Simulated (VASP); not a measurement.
All values below come from PBE GGA, VASP's PBE PAW potentials (set 64) (plane waves; VASP).

Input for VASP

File KPOINTS:
```
Automatic mesh
0
Gamma
10 10 8
0 0 0
```

File POSCAR:
```
MgB2
1
    1.5410674568    -2.6692066392     0.0000000000
    1.5410674568     2.6692066392     0.0000000000
    0.0000000000     0.0000000000     3.4680983167
Mg B
1 2
Direct
  0.0000000000   0.0000000000   0.0000000000
  0.3333330000   0.6666670000   0.5000000000
  0.6666670000   0.3333330000   0.5000000000
```

**INCAR**
```
SYSTEM = MgB2
PREC = Accurate; ENCUT = 600; LREAL = .FALSE.
LASPH = .TRUE.
EDIFF = 1E-7; NELM = 100; ALGO = Normal
ISMEAR = 1; SIGMA = 0.1
GGA = PE
IBRION = 2; NSW = 30; ISIF = 2
EDIFFG = -0.01
LWAVE = .FALSE.; LCHARG = .FALSE.
```

POTCAR, in this order: Mg B (PBE.64 set). Program: vasp_std.

What will the output report for the number of irreducible k-points (NKPTS), number of bands (NBANDS), largest plane-wave count, number of space-group operations, FFT grid (NGX, NGY, NGZ)?

- number of irreducible k-points (NKPTS): 70
- number of bands (NBANDS): 8
- largest plane-wave count: 974
- number of space-group operations: 24
- FFT grid (NGX, NGY, NGZ): 28 × 28 × 28

The compound is MgB2 in the AlB2 type structure. This cell was strained or had an atom moved on purpose.
